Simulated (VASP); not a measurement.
# ZnSe (Stilleite) with and without spin-orbit coupling

Aim: run bands, DOS and a relaxation of ZnSe (Stilleite) twice, without and with spin-orbit coupling. All runs use r2SCAN. The start is a cell from a database of measured crystal structures.

Calculated with VASP 6.6.1; r2SCAN; plane waves and PAW (Zn, Se), in the first sound run; inputs show where later runs differ.

Most raw output is cut from this account.

## 1. The starting structure

Symmetry: F-43m, No. 216, cubic system. Conventional cell: a = 5.668 Å, b = 5.668 Å, c = 5.668 Å, α = 90.00°, β = 90.00°, γ = 90.00°. Nearest to Zn lie 4 Se at 2.45 Å. Se has 4 Zn at 2.45 Å nearest. Farther neighbours and most contacts between anions are not listed.

Coordinates:

```cif
data_structure
_symmetry_space_group_name_H-M 'P 1'
_symmetry_Int_Tables_number 1
_cell_length_a 4.0076
_cell_length_b 4.0076
_cell_length_c 4.0076
_cell_angle_alpha 60.000
_cell_angle_beta 60.000
_cell_angle_gamma 60.000
_cell_volume 45.51
loop_
_atom_site_label
_atom_site_type_symbol
_atom_site_fract_x
_atom_site_fract_y
_atom_site_fract_z
_atom_site_occupancy
Zn1 Zn 0.00000 0.00000 0.00000 1
Se2 Se 0.25000 0.25000 0.25000 1
```

## 2. Reference run

A single point writes out density, ELF and potential. r2SCAN adds the kinetic-energy density, costs more than a GGA and is run with LASPH.

Input file INCAR:

```
SYSTEM = ZnSe
PREC = Accurate
ENCUT = 400
EDIFF = 1E-06
NELM = 100
ISMEAR = -1
SIGMA = 0.05
LREAL = .FALSE.
ALGO = Normal
METAGGA = R2SCAN
LASPH = .TRUE.
NBANDS = 15
LORBIT = 11
LWAVE = .FALSE.
LCHARG = .TRUE.
ISIF = 2
LELF = .TRUE.
LVHAR = .TRUE.
```

Input file POSCAR:

```
ZnSe
1.0
    0.0000000000      2.8338000000      2.8338000000
    2.8338000000      0.0000000000      2.8338000000
    2.8338000000      2.8338000000      0.0000000000
Zn Se
1 1
Direct
    0.0000000000      0.0000000000      0.0000000000
    0.2500000000      0.2500000000      0.2500000000
```

Input file KPOINTS:

```
Automatic mesh
0
Gamma
6 6 6
0 0 0
```

PAW data sets: Zn and Se (PBE family, release 64).

On the command line:

```
$ mpirun -np 2 vasp_std
```

It took 18 s on 2 MPI ranks of Intel Xeon 6975P-C (Granite Rapids), shared host; peak memory 0.26 GiB; 30 s of CPU time.

The gap is read on the k-mesh alone, so it is an upper bound where the band edges lie off the mesh. The PAW data sets were made with PBE, which is usual practice but a small mismatch for other functionals.

This step gave:

```yaml
scf_cycles: 15
electrons: 18
bands: 16
irreducible_k_points: 16
symmetry_operations: 24
free_energy_toten: -24.90 eV
fermi_energy: 2.251 eV
pressure: -0.2932 GPa
metallic: no
valence_top_at_k: 0, 0, 0
conduction_bottom_at_k: 0, 0, 0
least_direct_gap_at_k: 0, 0, 0
gap_on_the_k_mesh: 1.864 eV
least_direct_gap_on_the_k_mesh: 1.864 eV
```

ELF in the ac plane of a cell with a along [110], b along [-110] and c along [001] of the cube at fractional y = 0.000, with atoms of Zn and Se within 0.2 Å of it. It is the smooth field of the valence electrons, not physical close to the nuclei.

Ten even steps from '_' (0.01) to '@' (0.87), each cell a mean:
```
____::++%%%%%%**--..______::++%%%%%%**--..__
..::==%%@@@@@@@@**::....::==%%@@@@@@@@**::..
..--##@@@@##%%@@@@==::..--##@@@@##%%@@@@==::
..==%%@@%%++**@@@@**::..==%%@@%%++**@@@@**::
__--##@@%%##%%@@%%++..__--##@@%%##%%@@%%++..
__::++%%@@@@@@@@##--____::++%%@@@@@@@@##--__
____--**%%%%%%##==..______--**%%%%%%##==..__
______::==++++--..__________::==++++--..____
________......________________......________
____________________________________________
..____________________..____________________
......____________..........____________....
........________..............________......
__..::..............____..::..............__
____..::==++==--::..______..::==++==--::..__
```
Columns run along a (8.0 Å), rows up along c (5.7 Å), edges of the conventional cell, whose origin can differ from the input's. Atoms in or near the plane, at fractional coordinates: Zn at (0.50, 0.00), Zn at (0.00, 0.00), Se at (0.75, 0.75), Se at (0.25, 0.75).

Electrostatic potential energy in the ac plane of a cell with a along [110], b along [-110] and c along [001] of the cube at fractional y = 0.000, with atoms of Zn and Se within 0.2 Å of it. With pseudopotentials it is smooth inside the atoms' cores, unlike the true potential.

Values in eV, 8 rows by 16 columns, each cell a mean:
```
 -9  -9  -3 -10 -13  -4  -7  -9  -9  -9  -3 -10 -13  -4  -7  -9
 -3  -2 -19 -40 -36 -32  -3  -2  -3  -2 -19 -40 -36 -32  -3  -2
  3   2 -14 -39 -38 -25   0   3   3   2 -14 -39 -38 -25   0   3
  4   4   2  -3  -4   0   3   4   4   4   2  -3  -4   0   3   4
  4   4   4   3   3   4   4   4   4   4   4   3   3   4   4   4
  3   3   4   4   4   4   3   3   3   3   4   4   4   4   3   3
 -6  -2   2   3   4   3   0  -5  -6  -2   2   3   4   3   0  -5
 -8 -10  -1   3   3   1  -8  -9  -8 -10  -1   3   3   1  -8  -9
```
Columns run along a (8.0 Å; values clipped at the 3rd and 97th percentile), rows up along c (5.7 Å), edges of the conventional cell, whose origin can differ from the input's. Atoms in or near the plane, at fractional coordinates: Zn at (0.50, 0.00), Zn at (0.00, 0.00), Se at (0.75, 0.75), Se at (0.25, 0.75).

Valence density in the ac plane of a cell with a along [110], b along [-110] and c along [001] of the cube at fractional y = 0.000, with atoms of Zn and Se within 0.2 Å of it. It is the smooth field of the valence electrons, not physical close to the nuclei.

Ten steps, logarithmic in the rise over the least value, from '0' (0 e/Å³) to '9' (16 e/Å³), each cell a mean:
```
9732232235897322322358
6433344333564333443335
2233433432222334334322
1233302432212333024322
1123333332111233333321
1123343321111233433211
1112232211111122322111
1111121111111111211111
1111111111111111111111
1111111111111111111111
1111111111111111111111
2111111111221111111112
3221111112332211111123
7631111124776311111247
9842222226998422222269
```
Columns run along a (8.0 Å), rows up along c (5.7 Å), edges of the conventional cell, whose origin can differ from the input's. Atoms in or near the plane, at fractional coordinates: Zn at (0.50, 0.00), Zn at (0.00, 0.00), Se at (0.75, 0.75), Se at (0.25, 0.75).

The pressure is -0.29 GPa and the largest force 0.000 eV/Å.

## 3. Bands along the symmetry lines (r2SCAN)

The mesh alone shows little of the dispersion and can miss band extrema, so KPOINTS_OPT adds a path through the symmetry points after the self-consistent cycle.

Changes to INCAR since step 2:

```diff
@@ -11,8 +11,6 @@
 LASPH = .TRUE.
-NBANDS = 15
+NBANDS = 21
 LORBIT = 11
 LWAVE = .FALSE.
-LCHARG = .TRUE.
-ISIF = 2
-LELF = .TRUE.
-LVHAR = .TRUE.
+LCHARG = .FALSE.
+KPAR = 2
```

POSCAR is that of step 2.

KPOINTS is that of step 2.

Input file KPOINTS_OPT:

```
Line mode
16
Line-mode
Reciprocal
  0.00000000   0.00000000   0.00000000 GAMMA
  0.50000000   0.00000000   0.50000000 X

  0.50000000   0.00000000   0.50000000 X
  0.50000000   0.25000000   0.75000000 W

  0.50000000   0.25000000   0.75000000 W
  0.37500000   0.37500000   0.75000000 K

  0.37500000   0.37500000   0.75000000 K
  0.00000000   0.00000000   0.00000000 GAMMA

  0.00000000   0.00000000   0.00000000 GAMMA
  0.50000000   0.50000000   0.50000000 L

  0.50000000   0.50000000   0.50000000 L
  0.62500000   0.25000000   0.62500000 U

  0.62500000   0.25000000   0.62500000 U
  0.50000000   0.25000000   0.75000000 W

  0.50000000   0.25000000   0.75000000 W
  0.50000000   0.50000000   0.50000000 L

  0.50000000   0.50000000   0.50000000 L
  0.37500000   0.37500000   0.75000000 K

  0.62500000   0.25000000   0.62500000 U
  0.50000000   0.00000000   0.50000000 X
```

On the command line:

```
$ mpirun -np 2 vasp_std
```

Elapsed: 62 s, on 2 MPI ranks; peak memory 0.32 GiB.

Spin-orbit coupling is off here; it would split degenerate levels, and it lifts a valence top of Se p states by about 0.1 eV.

This step gave:

```
SCF cycles                        : 14
bands                             : 21
Fermi energy                      : 2.249 eV
pressure                          : -0.2979 GPa
least gap on mesh and path        : 1.864 eV
least direct gap on mesh and path : 1.864 eV
```

The electronic bands at the labelled points (eV, zero at the valence-band top; v1 is the highest filled band, c1 the lowest empty one):

| point | v4 | v3 | v2 | v1 | c1 | c2 | c3 | c4 |
| --- | --- | --- | --- | --- | --- | --- | --- | --- |
| Γ | -6.29 | 0.00 | 0.00 | 0.00 | 1.86 | 6.31 | 6.31 | 6.31 |
| 0.47 of the way | -6.26 | -2.64 | -1.16 | -1.16 | 4.39 | 4.55 | 8.37 | 8.37 |
| X | -6.11 | -4.79 | -2.23 | -2.23 | 3.33 | 3.87 | 11.51 | 12.06 |
| 0.47 of the way | -6.05 | -4.76 | -2.50 | -2.46 | 4.13 | 4.62 | 10.08 | 10.09 |
| W | -5.98 | -4.71 | -2.82 | -2.70 | 5.83 | 6.08 | 7.59 | 8.21 |
| 0.53 of the way | -6.01 | -4.73 | -3.06 | -2.17 | 4.65 | 6.08 | 8.55 | 9.07 |
| K | -6.02 | -4.75 | -3.15 | -1.83 | 3.99 | 6.05 | 9.64 | 9.90 |
| 0.53 of the way | -6.27 | -3.12 | -1.58 | -0.43 | 4.21 | 6.33 | 7.11 | 7.21 |
| Γ | -6.29 | 0.00 | 0.00 | 0.00 | 1.86 | 6.31 | 6.31 | 6.31 |
| 0.47 of the way | -6.29 | -2.81 | -0.44 | -0.44 | 3.26 | 6.90 | 6.92 | 6.92 |
| L | -6.13 | -5.30 | -0.88 | -0.88 | 3.05 | 6.86 | 6.86 | 9.07 |
| 0.47 of the way | -6.09 | -5.06 | -2.11 | -1.22 | 4.20 | 6.26 | 7.79 | 8.99 |
| U | -6.02 | -4.75 | -3.15 | -1.83 | 3.99 | 6.05 | 9.64 | 9.90 |
| 0.47 of the way | -6.01 | -4.73 | -3.06 | -2.17 | 4.65 | 6.08 | 8.55 | 9.07 |
| W | -5.98 | -4.71 | -2.82 | -2.70 | 5.83 | 6.08 | 7.59 | 8.21 |
| 0.53 of the way | -6.08 | -4.99 | -2.31 | -1.41 | 4.60 | 5.99 | 7.93 | 9.15 |
| L | -6.13 | -5.30 | -0.88 | -0.88 | 3.05 | 6.86 | 6.86 | 9.07 |
| 0.47 of the way | -6.09 | -5.06 | -2.11 | -1.22 | 4.20 | 6.26 | 7.79 | 8.99 |
| K | -6.02 | -4.75 | -3.15 | -1.83 | 3.99 | 6.05 | 9.64 | 9.90 |
| jump to U | -6.02 | -4.75 | -3.15 | -1.83 | 3.99 | 6.05 | 9.64 | 9.90 |
| 0.47 of the way | -6.07 | -4.77 | -2.66 | -2.11 | 3.64 | 4.56 | 10.58 | 11.14 |
| X | -6.11 | -4.79 | -2.23 | -2.23 | 3.33 | 3.87 | 11.51 | 12.06 |

Of the projections kept (Zn, Se), the largest for each band there; the rest of the weight can lie on other orbitals:

| point | v4 | v3 | v2 | v1 | c1 | c2 | c3 | c4 |
| --- | --- | --- | --- | --- | --- | --- | --- | --- |
| Γ | Zn 1.00 | Se 0.78 | Se 0.78 | Se 0.78 | Zn 0.55 | Zn 0.72 | Zn 0.72 | Zn 0.72 |
| X | Zn 0.98 | Zn 0.64 | Se 0.75 | Se 0.75 | Zn 0.64 | Zn 0.66 | Se 0.79 | Zn 0.53 |
| W | Zn 0.97 | Zn 0.54 | Se 0.65 | Se 0.74 | Se 0.69 | Se 0.52 | Zn 0.67 | Zn 0.52 |
| K | Zn 0.97 | Zn 0.55 | Se 0.68 | Se 0.74 | Zn 0.65 | Se 0.57 | Se 0.66 | Se 0.51 |
| Γ | Zn 1.00 | Se 0.78 | Se 0.78 | Se 0.78 | Zn 0.55 | Zn 0.72 | Zn 0.72 | Zn 0.72 |
| L | Zn 0.98 | Se 0.57 | Se 0.75 | Se 0.75 | Zn 0.66 | Zn 0.64 | Zn 0.64 | Se 0.76 |

The path finds the gap of the mesh within 0.02 eV, so the mesh comes close to both band edges.

## 4. Bands along the symmetry lines (r2SCAN + SOC)

This step: r2SCAN, spin-orbit coupling; plane waves and PAW (Zn, Se) (VASP 6.6.1).

Levels along the symmetry lines show where the bands peak and cross; KPOINTS_OPT computes them in the converged potential. Spin-orbit coupling needs spinors and the noncollinear program, where each band holds one electron.

Changes to INCAR since step 3:

```diff
@@ -11,3 +11,7 @@
 LASPH = .TRUE.
-NBANDS = 21
+LNONCOLLINEAR = .TRUE.
+MAGMOM = 0 0 0 0 0 0
+NBANDS = 30
+GGA_COMPAT = .FALSE.
+LSORBIT = .TRUE.
 LORBIT = 11
```

POSCAR is that of step 3.

KPOINTS is that of step 3.

KPOINTS_OPT is that of step 3.

On the command line:

```
$ mpirun -np 2 vasp_ncl
```

Elapsed: 6.2 min, on 2 MPI ranks; peak memory 0.57 GiB; 12 min of CPU time.

This step gave:

```
SCF cycles                        : 16
bands                             : 30
irreducible k-points              : 22
free energy (TOTEN)               : -24.92 eV
Fermi energy                      : 2.312 eV
pressure                          : -0.2905 GPa
least gap on mesh and path        : 1.741 eV
least direct gap on mesh and path : 1.741 eV
```

On-site spin-orbit energy by atom:

| atom | on-site spin-orbit energy (eV) |
| --- | --- |
| Zn1 | -0.0082 |
| Se2 | -0.0344 |

The electronic bands at the labelled points (eV, zero at the valence-band top; v1 is the highest filled band, c1 the lowest empty one):

| point | v4 | v3 | v2 | v1 | c1 | c2 | c3 | c4 |
| --- | --- | --- | --- | --- | --- | --- | --- | --- |
| Γ | 0.00 | 0.00 | 0.00 | 0.00 | 1.74 | 1.74 | 6.09 | 6.09 |
| 0.47 of the way | -1.37 | -1.37 | -1.19 | -1.19 | 4.26 | 4.26 | 4.43 | 4.43 |
| X | -2.44 | -2.44 | -2.27 | -2.27 | 3.21 | 3.21 | 3.75 | 3.75 |
| 0.47 of the way | -2.73 | -2.64 | -2.53 | -2.52 | 4.00 | 4.01 | 4.47 | 4.54 |
| W | -3.05 | -2.88 | -2.81 | -2.80 | 5.67 | 5.71 | 5.91 | 6.03 |
| 0.53 of the way | -3.25 | -3.13 | -2.31 | -2.27 | 4.51 | 4.54 | 5.90 | 6.01 |
| K | -3.33 | -3.22 | -1.95 | -1.95 | 3.86 | 3.86 | 5.88 | 5.98 |
| 0.53 of the way | -1.75 | -1.67 | -0.55 | -0.54 | 4.05 | 4.12 | 6.17 | 6.24 |
| Γ | 0.00 | 0.00 | 0.00 | 0.00 | 1.74 | 1.74 | 6.09 | 6.09 |
| 0.47 of the way | -0.68 | -0.68 | -0.45 | -0.44 | 3.14 | 3.14 | 6.75 | 6.75 |
| L | -1.12 | -1.12 | -0.90 | -0.90 | 2.93 | 2.93 | 6.71 | 6.71 |
| 0.47 of the way | -2.27 | -2.21 | -1.34 | -1.34 | 4.05 | 4.09 | 6.12 | 6.15 |
| U | -3.33 | -3.22 | -1.95 | -1.95 | 3.86 | 3.86 | 5.88 | 5.98 |
| 0.47 of the way | -3.25 | -3.13 | -2.31 | -2.27 | 4.51 | 4.54 | 5.90 | 6.01 |
| W | -3.05 | -2.88 | -2.81 | -2.80 | 5.67 | 5.71 | 5.91 | 6.03 |
| 0.53 of the way | -2.48 | -2.40 | -1.55 | -1.51 | 4.44 | 4.50 | 5.86 | 5.87 |
| L | -1.12 | -1.12 | -0.90 | -0.90 | 2.93 | 2.93 | 6.71 | 6.71 |
| 0.47 of the way | -2.27 | -2.21 | -1.34 | -1.34 | 4.05 | 4.09 | 6.12 | 6.15 |
| K | -3.33 | -3.22 | -1.95 | -1.95 | 3.86 | 3.86 | 5.88 | 5.98 |
| jump to U | -3.33 | -3.22 | -1.95 | -1.95 | 3.86 | 3.86 | 5.88 | 5.98 |
| 0.47 of the way | -2.83 | -2.76 | -2.23 | -2.22 | 3.51 | 3.52 | 4.41 | 4.46 |
| X | -2.44 | -2.44 | -2.27 | -2.27 | 3.21 | 3.21 | 3.75 | 3.75 |

Of the projections kept (Zn, Se), the largest for each band there; the rest of the weight can lie on other orbitals:

| point | v4 | v3 | v2 | v1 | c1 | c2 | c3 | c4 |
| --- | --- | --- | --- | --- | --- | --- | --- | --- |
| Γ | Se 0.78 | Se 0.78 | Se 0.78 | Se 0.78 | Zn 0.55 | Zn 0.55 | Zn 0.73 | Zn 0.73 |
| X | Se 0.75 | Se 0.75 | Se 0.74 | Se 0.74 | Zn 0.64 | Zn 0.64 | Zn 0.66 | Zn 0.66 |
| W | Se 0.66 | Se 0.66 | Se 0.74 | Se 0.71 | Se 0.64 | Se 0.69 | Se 0.54 | Se 0.53 |
| K | Se 0.67 | Se 0.68 | Se 0.74 | Se 0.74 | Zn 0.64 | Zn 0.65 | Se 0.57 | Se 0.57 |
| Γ | Se 0.78 | Se 0.78 | Se 0.78 | Se 0.78 | Zn 0.55 | Zn 0.55 | Zn 0.73 | Zn 0.73 |
| L | Se 0.75 | Se 0.75 | Se 0.76 | Se 0.76 | Zn 0.66 | Zn 0.66 | Zn 0.64 | Zn 0.64 |

The gap is 1.74 eV, direct at Γ. Spin-orbit coupling moves it by -0.12 eV. The run took 6.0 times the core time, with 30 spinor bands against 21. The valence top at Γ, threefold or sixfold with spin, splits into a fourfold and a twofold level, 0.37 eV apart.

## 5. Total and projected DOS (r2SCAN)

This step: r2SCAN; plane waves and PAW (Zn, Se) (VASP 6.6.1).

Here the states are counted by energy and projected on the atoms.

Input file INCAR:

```
SYSTEM = ZnSe
PREC = Accurate
ENCUT = 400
EDIFF = 1E-06
NELM = 100
ISMEAR = -5
SIGMA = 0.05
LREAL = .FALSE.
ALGO = Normal
METAGGA = R2SCAN
LASPH = .TRUE.
NBANDS = 21
LORBIT = 11
LWAVE = .FALSE.
LCHARG = .FALSE.
KPAR = 2
NEDOS = 2001
```

POSCAR is that of step 4.

KPOINTS is that of step 4.

On the command line:

```
$ mpirun -np 2 vasp_std
```

Elapsed: 27 s, on 2 MPI ranks; peak memory 0.3 GiB; 51 s of CPU time.

This step gave:

| Item | Value |
| --- | --- |
| SCF cycles | 14 |
| bands | 21 |
| irreducible k-points | 16 |
| free energy (TOTEN) | -24.90 eV |
| Fermi energy | 1.312 eV |
| pressure | -0.2979 GPa |

The density of states has structure finer than the step of the table below, so its rows give means over 1 eV, whole bins alone (the curve runs from -12.0 to 9.77 eV). Peaks (eV: height): total -6.6: 26.5, -6.3: 30.5, -4.7: 3.91; Se p -6.6: 1.10, -4.7: 1.04, -2.6: 0.703, -1.2: 0.903; Zn s -6.6: 0.147, -4.7: 0.877, 4.3: 0.381; Zn d -6.6: 23.3, -6.3: 29.4; Zn p -1.8: 0.185, 6.2: 0.217, 7.3: 0.392, 9.5: 0.193.

States under -12.0 eV and over 9.8 eV are left out. Table of density of states by energy, zero at the valence-band top; means over each step; values in states/eV/cell:

| energy (eV) | total | Se p | Zn s | Zn d | Zn p |
| --- | --- | --- | --- | --- | --- |
| -8 | 0 | 0 | 0 | 0 | 0 |
| -7 | 3.83 | 0.145 | 0.0181 | 3.42 | 0.00780 |
| -6 | 6.18 | 0.0595 | 0.0243 | 5.79 | 0.00549 |
| -5 | 1.01 | 0.267 | 0.215 | 0.0929 | 0.0198 |
| -4 | 0.668 | 0.175 | 0.119 | 0.0882 | 0.0166 |
| -3 | 0.867 | 0.304 | 0.0401 | 0.0778 | 0.0669 |
| -2 | 1.82 | 0.753 | 0.0332 | 0.129 | 0.162 |
| -1 | 1.49 | 0.702 | 0.00896 | 0.127 | 0.117 |
| 0 | 0.154 | 0.0792 | 1.6e-4 | 0.0163 | 0.00860 |
| 1 | 0 | 0 | 0 | 0 | 0 |
| 2 | 0.00351 | 4.1e-4 | 9.3e-4 | 0 | 8.2e-5 |
| 3 | 0.112 | 0.0128 | 0.0281 | 0.00108 | 0.00471 |
| 4 | 1.25 | 0.142 | 0.253 | 0.0315 | 0.0738 |
| 5 | 1.15 | 0.153 | 0.191 | 0.0395 | 0.0732 |
| 6 | 1.33 | 0.154 | 0.0794 | 0.0440 | 0.157 |
| 7 | 1.09 | 0.0694 | 0.00813 | 0.0320 | 0.234 |
| 8 | 1.33 | 0.166 | 0.0272 | 0.0466 | 0.208 |
| 9 | 1.19 | 0.178 | 0.0248 | 0.0477 | 0.163 |

The gap on this mesh is 1.86 eV. In the top eV of the valence band the largest shares in the PAW spheres are Se p 50 %, Zn d 10 % and Zn p 7 %. The rest lies in smaller channels or between the spheres.

## 6. Total and projected DOS (r2SCAN + SOC)

This step: r2SCAN, spin-orbit coupling; plane waves and PAW (Zn, Se) (VASP 6.6.1).

Changes to INCAR since step 5:

```diff
@@ -11,3 +11,7 @@
 LASPH = .TRUE.
-NBANDS = 21
+LNONCOLLINEAR = .TRUE.
+MAGMOM = 0 0 0 0 0 0
+NBANDS = 30
+GGA_COMPAT = .FALSE.
+LSORBIT = .TRUE.
 LORBIT = 11
```

POSCAR is that of step 5.

KPOINTS is that of step 5.

On the command line:

```
$ mpirun -np 2 vasp_ncl
```

The job ended after 2.5 min (2 MPI ranks; peak memory 0.55 GiB; 5.1 min of CPU time).

Numbers from this step:

| Property | Result |
| --- | --- |
| SCF cycles | 16 |
| bands | 30 |
| irreducible k-points | 22 |
| free energy (TOTEN) | -24.92 eV |
| Fermi energy | 1.430 eV |
| pressure | -0.2905 GPa |
| gap on the k-mesh | 1.741 eV |
| least direct gap on the k-mesh | 1.741 eV |

On-site spin-orbit energy by atom:

| atom | on-site spin-orbit energy (eV) |
| --- | --- |
| Zn1 | -0.0082 |
| Se2 | -0.0344 |

[end of part 1 of 2]

[Lines on the potential files, build, host, timing and source positions are cut from VASP's logs without a mark.]

[Logs are printed without paths, hosts, clocks, repeated set-up lines and the standing remarks that a program may print on its own settings, such as how far it seeks lower states.]

[Hosts, paths, dates, database ids (printed as entryN), source tags and the programs' standing remarks are cut or masked in the printed files.]

[A measured line is paired with the nearest computed mode of its activity, which favours agreement.]
